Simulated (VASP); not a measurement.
# Lattice of Si2Ni across functionals and dispersion corrections, part 4 of 6

Which functional gives the lattice of Si2Ni as experiment finds it, and is a dearer one worth its cost? The start is a cell from a database of measured crystal structures.

VASP 6.6.1, plane waves and PAW; the level of theory is named at each step.

Still holding for the runs below: The k-mesh is coarse for a metal.

So far. Step 4 (Magnetic order: antiferromagnetic, q = (1/2, 1/2, 0)): The energy lies +0.5 meV an atom from the first pattern, a difference of sampling, since both runs hold the same state. The moments fall under 0.1 μB, and the mesh shows no gap. Step 5 (The orders side by side): All patterns lost their moments. Runs that ended non-magnetic differ by up to 1.0 meV an atom among themselves, which is the error from the unlike meshes of the cells. The session goes on with moments started at or near zero.

## Step 6: Relaxation with LDA

This step: LDA, zero-moment start; plane waves and PAW (Si, Ni) (VASP 6.6.1).

System of this step: Si2Ni. The structure is cubic, space group Fm-3m (No. 225). The conventional cell has a = 5.406 Å, b = 5.406 Å, c = 5.406 Å, α = 90.00°, β = 90.00°, γ = 90.00°. Si has 4 Ni at 2.34 Å nearest. Ni has 8 Si at 2.34 Å nearest. Farther neighbours are not listed.

Properties are meant for the cell that this level of theory prefers, so cell and atoms are relaxed first (ISIF = 3) until forces and stress are small; EDIFFG sets the threshold.

INCAR

```
SYSTEM = Si2Ni
PREC = Accurate
ENCUT = 520
EDIFF = 1E-06
NELM = 100
ISMEAR = -1
SIGMA = 0.05
LREAL = .FALSE.
ALGO = Normal
GGA = CA
NBANDS = 16
ISPIN = 2
MAGMOM = -0 -0 0
LASPH = .TRUE.
LMAXMIX = 4
LORBIT = 11
LWAVE = .FALSE.
LCHARG = .FALSE.
KPAR = 8
IBRION = 2
NSW = 60
ISIF = 3
EDIFFG = -0.01
```

POSCAR

```
Si2Ni
1.0
    0.0000000000      2.7030000000      2.7030000000
    2.7030000000      0.0000000000      2.7030000000
    2.7030000000      2.7030000000      0.0000000000
Si Ni
2 1
Direct
    0.2500000000      0.2500000000      0.2500000000
    0.7500000000      0.7500000000      0.7500000000
    0.0000000000      0.0000000000      0.0000000000
```

KPOINTS

```
Automatic mesh
0
Gamma
7 7 7
0 0 0
```

The projector-augmented-wave data sets are Si and Ni (PBE family, release 64).

Command:

```
> mpirun -np 8 vasp_std
```

What it wrote:

```text
[banner, memory and clock lines left out]
running    8 mpi-ranks, on    1 nodes
 distrk:  each k-point on    1 cores,    8 groups
 distr:  one band on    1 cores,    1 groups

 POSCAR found type information on POSCAR SiNi
 POSCAR found :  2 types and       3 ions
 [... a notice as in an earlier step ...]

 [... a notice as in an earlier step ...]

 LDA part: xc-table for (Slater(with rela. corr.)+CA(PZ))
 , standard interpolation
 POSCAR, INCAR and KPOINTS ok, starting setup
 FFT: planning ... GRIDC
 FFT: planning ... GRID_SOFT
 FFT: planning ... GRID
 WAVECAR not read
 entering main loop
       N       E                     dE             d eps       ncg     rms          rms(c)
DAV:   1     0.619527749882E+02    0.61953E+02   -0.76963E+03  1296   0.114E+03
DAV:   2    -0.186161335273E+02   -0.80569E+02   -0.73349E+02  1416   0.212E+02
DAV:   3    -0.220340353148E+02   -0.34179E+01   -0.33598E+01  1688   0.476E+01
DAV:   4    -0.220869424488E+02   -0.52907E-01   -0.52888E-01  1464   0.575E+00
DAV:   5    -0.220882736792E+02   -0.13312E-02   -0.13312E-02  1680   0.950E-01    0.169E+01
DAV:   6    -0.269102849921E+02   -0.48220E+01   -0.42616E+01  1304   0.154E+02    0.247E+01
DAV:   7    -0.199808847466E+02    0.69294E+01   -0.13173E+01  1592   0.945E+01    0.341E+00
DAV:   8    -0.198651221396E+02    0.11576E+00   -0.15994E+00  1712   0.198E+01    0.231E+00
DAV:   9    -0.198200243825E+02    0.45098E-01   -0.21737E-01  1632   0.750E+00    0.520E-01
DAV:  10    -0.198193040754E+02    0.72031E-03   -0.53778E-03  1784   0.856E-01    0.326E-01
DAV:  11    -0.198189209878E+02    0.38309E-03   -0.58882E-04  1648   0.362E-01    0.584E-02
DAV:  12    -0.198189257355E+02   -0.47477E-05   -0.53553E-05  1624   0.493E-02    0.228E-02
DAV:  13    -0.198189237089E+02    0.20266E-05   -0.27876E-06  1408   0.359E-02    0.954E-03
DAV:  14    -0.198189234297E+02    0.27911E-06   -0.25625E-06  1232   0.366E-02
   1 F= -.19818923E+02 E0= -.19815445E+02  d E =-.198189E+02  mag=    -0.0000
 curvature:   0.00 expect dE= 0.000E+00 dE for cont linesearch  0.000E+00
 trial: gam= 0.00000 g(F)=  0.739E-50 g(S)=  0.526E-01 ort = 0.000E+00 (trialstep = 0.100E+01)
 search vector abs. value=  0.526E-01
 bond charge predicted
       N       E                     dE             d eps       ncg     rms          rms(c)
DAV:   1    -0.205675053810E+02   -0.74858E+00   -0.54803E+00  1344   0.464E+01    0.867E+00
DAV:   2    -0.221758680333E+02   -0.16084E+01   -0.13261E+01  1376   0.898E+01    0.128E+01
DAV:   3    -0.198231941755E+02    0.23527E+01   -0.45927E+00  1568   0.609E+01    0.108E+00
DAV:   4    -0.198277739092E+02   -0.45797E-02   -0.33513E-01  1680   0.577E+00    0.989E-01
DAV:   5    -0.198188407380E+02    0.89332E-02   -0.27937E-02  1648   0.318E+00    0.278E-01
DAV:   6    -0.198185149262E+02    0.32581E-03   -0.14494E-03  1744   0.572E-01    0.156E-01
DAV:   7    -0.198184785555E+02    0.36371E-04   -0.38323E-04  1600   0.316E-01    0.195E-02
DAV:   8    -0.198184806625E+02   -0.21070E-05   -0.24215E-05  1440   0.384E-02    0.113E-02
DAV:   9    -0.198184801289E+02    0.53357E-06   -0.63415E-07   816   0.171E-02
   2 F= -.19818480E+02 E0= -.19814959E+02  d E =0.443301E-03  mag=    -0.0000
 trial-energy change:    0.000443  1 .order    0.001473   -0.052621    0.055567
 step:   0.5007(harm=  0.4864)  dis= 0.00000  next Energy=   -19.832225 (dE=-0.133E-01)
 bond charge predicted
       N       E                     dE             d eps       ncg     rms          rms(c)
DAV:   1    -0.200049758929E+02   -0.18650E+00   -0.13956E+00  1312   0.238E+01    0.385E+00
DAV:   2    -0.202805273173E+02   -0.27555E+00   -0.24597E+00  1536   0.413E+01    0.582E+00
DAV:   3    -0.198400763097E+02    0.44045E+00   -0.12081E+00  1408   0.267E+01    0.899E-01
DAV:   4    -0.198327565351E+02    0.73198E-02   -0.24956E-02  1600   0.246E+00    0.267E-01
DAV:   5    -0.198320585237E+02    0.69801E-03   -0.13635E-03  1984   0.392E-01    0.880E-02
DAV:   6    -0.198319997735E+02    0.58750E-04   -0.61256E-05  1968   0.140E-01    0.265E-02
DAV:   7    -0.198320014539E+02   -0.16804E-05   -0.11683E-05  1832   0.351E-02    0.774E-03
DAV:   8    -0.198320014551E+02   -0.11987E-08   -0.34151E-07   704   0.656E-03
   3 F= -.19832001E+02 E0= -.19828546E+02  d E =-.130780E-01  mag=    -0.0000
 curvature:  -0.24 expect dE=-0.707E-06 dE for cont linesearch -0.707E-06
 trial: gam=-0.00738 g(F)=  0.309E-47 g(S)=  0.291E-05 ort = 0.391E-03 (trialstep = 0.900E+00)
 search vector abs. value=  0.261E-09
 reached required accuracy - stopping structural energy minimisation
```

Wall time 15 s (8 MPI ranks of AMD EPYC 7R43, shared host); peak memory 1.2 GiB.

Parts of OUTCAR (step 6):

```text
   k-points           NKPTS =     20   k-points in BZ     NKDIM =     20   number of bands    NBANDS=     16

   ENCUT  =  520.0 eV  38.22 Ry    6.18 a.u.   7.11  7.11  7.11*2*pi/ulx,y,z

   NELECT =      18.0000    total number of electrons

 E-fermi :  10.5488

 spin component 1
 k-point     1 :       0.0000    0.0000    0.0000
  band No.  band energies     occupation
    ...
      3       5.1900      1.00000
      4       5.1900      1.00000
      5       6.9185      1.00000
      6       6.9185      1.00000
      7      10.4322      0.91143
      8      12.3372      0.00000
      9      12.3372      0.00000
     10      12.3372      0.00000
     11      12.8634      0.00000
     12      12.8634      0.00000
    ...

 k-point     2 :       0.1429    0.0000    0.0000
  band No.  band energies     occupation
    ...
      3       5.2844      1.00000
      4       5.2844      1.00000
      5       6.8684      1.00000
      6       6.8684      1.00000
      7       9.4658      1.00000
      8      11.3035      0.00000
      9      11.3102      0.00000
     10      11.3102      0.00000
     11      13.6386      0.00000
     12      13.6386      0.00000
    ...

  Total       -0.0077659     -0.0077659     -0.0077659      0.0000000     -0.0000000      0.0000000
  in kB       -0.3230984     -0.3230984     -0.3230984      0.0000000     -0.0000000      0.0000000
  external PRESSURE =      -0.3230984 kB  Pullay stress =       0.0000000 kB

 POSITION                                       TOTAL-FORCE (eV/Angst)
 -----------------------------------------------------------------------------------
      1.34014      1.34014      1.34014        -0.000000     -0.000000     -0.000000
      4.02041      4.02041      4.02041         0.000000      0.000000      0.000000
      0.00000      0.00000      0.00000         0.000000     -0.000000      0.000000
 -----------------------------------------------------------------------------------
    total drift:                               -0.000000     -0.000000      0.000000

  FREE ENERGIE OF THE ION-ELECTRON SYSTEM (eV)
  ---------------------------------------------------
  free  energy   TOTEN  =       -19.8320014551 eV

  energy  without entropy=      -19.8250911327  energy(sigma->0) =      -19.82854629

 reached required accuracy - stopping structural energy minimisation

 magnetization (x)
# of ion       s       p       d       tot
------------------------------------------
    1       -0.000  -0.000   0.000  -0.000
    2       -0.000  -0.000   0.000  -0.000
    3        0.000   0.000   0.000   0.000
--------------------------------------------------
tot          0.000  -0.000   0.000   0.000

[... 5 parts as in an earlier step ...]

[... 10 further parts left out ...]
```

CONTCAR:

```
Si2Ni
   1.00000000000000
    -0.0000000000000000    2.6802718902329383    2.6802718902329383
     2.6802718902329383    0.0000000000000000    2.6802718902329383
     2.6802718902329383    2.6802718902329383    0.0000000000000000
  Si              Ni
     2     1
Direct
     0.2500000000000000    0.2500000000000000    0.2500000000000000
     0.7500000000000000    0.7500000000000000    0.7500000000000000
     0.0000000000000000    0.0000000000000000    0.0000000000000000
```

This run allows spin, but its moments start at zero, where symmetry between the spins tends to hold them, although Ni can carry a moment. The run keeps the 48 symmetry operations of its start, so it cannot find a distortion of lower symmetry.

The steps of the relaxation:

```csv
step,energy less that of the first step (eV),largest force (eV/Å),pressure (GPa),volume (Å³)
1,0.0000,0.0000,-4.24,39.50
2,0.0004,0.0000,4.71,37.54
3,-0.0131,0.0000,-0.03,38.51
```

```csv
"conventional cell, symmetrised",before,after,change
a (Å),5.406,5.361,-0.8 %
b (Å),5.406,5.361,-0.8 %
c (Å),5.406,5.361,-0.8 %
volume (Å³/atom),13.17,12.84,-2.5 %
```

The relaxed structure:

```xyz
3
Lattice="0.0000 2.6803 2.6803 2.6803 0.0000 2.6803 2.6803 2.6803 0.0000" Properties=species:S:1:pos:R:3 pbc="T T T"
Si    1.3401    1.3401    1.3401
Si    4.0204    4.0204    4.0204
Ni    0.0000    0.0000    0.0000
```

Numbers from this step:

```
electrons                       : 18
bands                           : 16
irreducible k-points            : 20
symmetry operations             : 48
free energy (TOTEN)             : -19.83 eV
energy at zero smearing         : -19.83 eV
Fermi energy                    : 10.55 eV
pressure                        : -0.03231 GPa
SCF cycles over all ionic steps : 31
```

It ends with forces that vanish by symmetry and a pressure of -0.03 GPa. The volume lies -2.5 % from that of the database's start, which holds the thermal and zero-point expansion of its experiment. The conventional cell has a = 5.361 Å.

## Step 7: Relaxation with PBEsol

This step: PBEsol, zero-moment start; plane waves and PAW (Si, Ni) (VASP 6.6.1).

PBEsol restores the gradient expansion of exchange and is tuned for the cells of solids.

INCAR, as its differences from that of step 6:

```diff
@@ -9,3 +9,3 @@
 ALGO = Normal
-GGA = CA
+GGA = PS
 NBANDS = 16
```

POSCAR is that of step 6.

KPOINTS is that of step 6.

Command:

```
> mpirun -np 8 vasp_std
```

What it wrote:

```text
[banner, memory and clock lines left out]
running    8 mpi-ranks, on    1 nodes
 distrk:  each k-point on    1 cores,    8 groups
 distr:  one band on    1 cores,    1 groups

 POSCAR found type information on POSCAR SiNi
 POSCAR found :  2 types and       3 ions
 [... a notice as in an earlier step ...]

 [... a notice as in an earlier step ...]

 LDA part: xc-table for (Slater+PW92), standard interpolation
 POSCAR, INCAR and KPOINTS ok, starting setup
 FFT: planning ... GRIDC
 FFT: planning ... GRID_SOFT
 FFT: planning ... GRID
 WAVECAR not read
 entering main loop
       N       E                     dE             d eps       ncg     rms          rms(c)
DAV:   1     0.623069616362E+02    0.62307E+02   -0.76942E+03  1296   0.114E+03
DAV:   2    -0.178528441465E+02   -0.80160E+02   -0.72937E+02  1416   0.212E+02
DAV:   3    -0.211996127622E+02   -0.33468E+01   -0.32908E+01  1680   0.470E+01
DAV:   4    -0.212511229508E+02   -0.51510E-01   -0.51486E-01  1488   0.565E+00
DAV:   5    -0.212524143356E+02   -0.12914E-02   -0.12914E-02  1656   0.930E-01    0.172E+01
DAV:   6    -0.263340420348E+02   -0.50816E+01   -0.44160E+01  1304   0.155E+02    0.258E+01
DAV:   7    -0.191660526342E+02    0.71680E+01   -0.13420E+01  1592   0.952E+01    0.392E+00
DAV:   8    -0.190437816333E+02    0.12227E+00   -0.16956E+00  1696   0.207E+01    0.255E+00
DAV:   9    -0.189993054701E+02    0.44476E-01   -0.22894E-01  1648   0.773E+00    0.571E-01
DAV:  10    -0.189987510504E+02    0.55442E-03   -0.52885E-03  1800   0.880E-01    0.353E-01
DAV:  11    -0.189984626007E+02    0.28845E-03   -0.64924E-04  1696   0.377E-01    0.407E-02
DAV:  12    -0.189984757332E+02   -0.13132E-04   -0.65556E-05  1456   0.553E-02    0.222E-02
DAV:  13    -0.189984752028E+02    0.53042E-06   -0.24202E-06  1576   0.283E-02
   1 F= -.18998475E+02 E0= -.18995014E+02  d E =-.189985E+02  mag=     0.0000
 curvature:   0.00 expect dE= 0.000E+00 dE for cont linesearch  0.000E+00
 trial: gam= 0.00000 g(F)=  0.199E-49 g(S)=  0.517E-02 ort = 0.000E+00 (trialstep = 0.100E+01)
 search vector abs. value=  0.517E-02
 bond charge predicted
       N       E                     dE             d eps       ncg     rms          rms(c)
DAV:   1    -0.190702438728E+02   -0.71768E-01   -0.53749E-01  1328   0.145E+01    0.254E+00
DAV:   2    -0.192060784126E+02   -0.13583E+00   -0.11318E+00  1424   0.267E+01    0.381E+00
DAV:   3    -0.190006845871E+02    0.20539E+00   -0.47396E-01  1456   0.185E+01    0.338E-01
DAV:   4    -0.189999748580E+02    0.70973E-03   -0.13691E-02  1312   0.656E-01    0.226E-01
DAV:   5    -0.189994113577E+02    0.56350E-03   -0.88474E-04  1688   0.720E-01    0.433E-02
DAV:   6    -0.189994191612E+02   -0.78035E-05   -0.99048E-05  1616   0.902E-02    0.181E-02
DAV:   7    -0.189994212506E+02   -0.20895E-05   -0.63789E-06  1528   0.225E-02    0.462E-03
DAV:   8    -0.189994208875E+02    0.36316E-06   -0.14291E-07   704   0.435E-03
   2 F= -.18999421E+02 E0= -.18995942E+02  d E =-.945685E-03  mag=    -0.0000
 trial-energy change:   -0.000946  1 .order   -0.000420   -0.005165    0.004325
 step:   0.6224(harm=  0.5442)  dis= 0.00000  next Energy=   -19.000209 (dE=-0.173E-02)
 bond charge predicted
       N       E                     dE             d eps       ncg     rms          rms(c)
DAV:   1    -0.190102041883E+02   -0.10783E-01   -0.77135E-02  1312   0.552E+00    0.941E-01
DAV:   2    -0.190285477951E+02   -0.18344E-01   -0.15341E-01  1488   0.100E+01    0.141E+00
DAV:   3    -0.190005511563E+02    0.27997E-01   -0.69829E-02  1424   0.671E+00    0.164E-01
DAV:   4    -0.190002602486E+02    0.29091E-03   -0.14006E-03  1408   0.374E-01    0.338E-02
DAV:   5    -0.190002530852E+02    0.71634E-05   -0.57228E-05  1976   0.112E-01    0.152E-02
DAV:   6    -0.190002525954E+02    0.48982E-06   -0.38078E-06  1440   0.224E-02
   3 F= -.19000253E+02 E0= -.18996790E+02  d E =-.177739E-02  mag=     0.0000
 curvature:  -0.26 expect dE=-0.295E-05 dE for cont linesearch -0.295E-05
 trial: gam= 0.00000 g(F)=  0.185E-48 g(S)=  0.112E-04 ort =-0.240E-03 (trialstep = 0.924E+00)
 search vector abs. value=  0.112E-04
 reached required accuracy - stopping structural energy minimisation
```

The job ended after 19 s (8 MPI ranks; peak memory 1.4 GiB; 2.4 min of CPU time).

From OUTCAR (step 7):

```text
   NELECT =      18.0000    total number of electrons

 E-fermi :  10.4571

 spin component 1
 k-point     1 :       0.0000    0.0000    0.0000
  band No.  band energies     occupation
    ...
      3       5.2221      1.00000
      4       5.2221      1.00000
      5       6.9246      1.00000
      6       6.9246      1.00000
      7      10.3164      0.94352
      8      12.2296      0.00000
      9      12.2296      0.00000
     10      12.2296      0.00000
     11      12.7453      0.00000
     12      12.7453      0.00000
    ...

 k-point     2 :       0.1429    0.0000    0.0000
  band No.  band energies     occupation
    ...
      3       5.3150      1.00000
      4       5.3150      1.00000
      5       6.8747      1.00000
      6       6.8747      1.00000
      7       9.3939      1.00000
      8      11.1931      0.00000
      9      11.2155      0.00000
     10      11.2155      0.00000
     11      13.5204      0.00000
     12      13.5204      0.00000
    ...

  Total        0.0152265      0.0152265      0.0152265      0.0000000      0.0000000     -0.0000000
  in kB        0.6237585      0.6237585      0.6237585      0.0000000      0.0000000     -0.0000000
  external PRESSURE =       0.6237585 kB  Pullay stress =       0.0000000 kB

 POSITION                                       TOTAL-FORCE (eV/Angst)
 -----------------------------------------------------------------------------------
      1.34707      1.34707      1.34707        -0.000000      0.000000     -0.000000
      4.04122      4.04122      4.04122         0.000000     -0.000000      0.000000
     -0.00000      0.00000      0.00000        -0.000000     -0.000000      0.000000
 -----------------------------------------------------------------------------------
    total drift:                               -0.000000     -0.000000      0.000000

  FREE ENERGIE OF THE ION-ELECTRON SYSTEM (eV)
  ---------------------------------------------------
  free  energy   TOTEN  =       -19.0002525954 eV

  energy  without entropy=      -18.9933268942  energy(sigma->0) =      -18.99678974

 magnetization (x)
# of ion       s       p       d       tot
------------------------------------------
    1       -0.000  -0.000   0.000  -0.000
    2       -0.000  -0.000   0.000  -0.000
    3        0.000  -0.000  -0.000  -0.000
--------------------------------------------------
tot         -0.000  -0.000  -0.000  -0.000

[... 8 parts as in an earlier step ...]

[... 10 further parts left out ...]
```

CONTCAR:

```
Si2Ni
   1.00000000000000
    -0.0000000000000000    2.6941482832194583    2.6941482832194583
     2.6941482832194583   -0.0000000000000000    2.6941482832194583
     2.6941482832194583    2.6941482832194583   -0.0000000000000000
  Si              Ni
     2     1
Direct
     0.2500000000000000    0.2500000000000000    0.2500000000000000
     0.7500000000000000    0.7500000000000000    0.7500000000000000
     0.0000000000000000    0.0000000000000000    0.0000000000000000
```

The PAW data sets were made with PBE, which is usual practice but a small mismatch for other functionals.

Relaxation path:

```csv
step,energy less that of the first step (eV),largest force (eV/Å),pressure (GPa),volume (Å³)
1,0.0000,0.0000,-1.33,39.50
2,-0.0009,0.0000,1.13,38.88
3,-0.0018,0.0000,0.06,39.11
```

```csv
"conventional cell, symmetrised",before,after,change
a (Å),5.406,5.388,-0.3 %
b (Å),5.406,5.388,-0.3 %
c (Å),5.406,5.388,-0.3 %
volume (Å³/atom),13.17,13.04,-1.0 %
```

Final coordinates:

```cif
data_structure
_symmetry_space_group_name_H-M 'P 1'
_symmetry_Int_Tables_number 1
_cell_length_a 3.8101
_cell_length_b 3.8101
_cell_length_c 3.8101
_cell_angle_alpha 60.000
_cell_angle_beta 60.000
_cell_angle_gamma 60.000
_cell_volume 39.11
loop_
_atom_site_label
_atom_site_type_symbol
_atom_site_fract_x
_atom_site_fract_y
_atom_site_fract_z
_atom_site_occupancy
Si1 Si 0.25000 0.25000 0.25000 1
Si2 Si 0.75000 0.75000 0.75000 1
Ni3 Ni 0.00000 0.00000 0.00000 1
```

This step gave:

```
free energy (TOTEN)             : -19.00 eV
energy at zero smearing         : -19.00 eV
Fermi energy                    : 10.46 eV
pressure                        : 0.06238 GPa
SCF cycles over all ionic steps : 27
```

It ends at 13.04 Å³/atom, -1.0 % from the start, with 0.06 GPa left. The conventional cell has a = 5.388 Å.

(Continued in part 5 of 6.)

[Lines on the potential files, build, host, timing and source positions are cut from VASP's logs without a mark.]

[Logs are printed without paths, hosts, clocks, repeated set-up lines and the standing remarks that a program may print on its own settings, such as how far it seeks lower states.]

[Hosts, paths, dates, database ids (printed as entryN), source tags and the programs' standing remarks are cut or masked in the printed files.]

[A measured line is paired with the nearest computed mode of its activity, which favours agreement.]
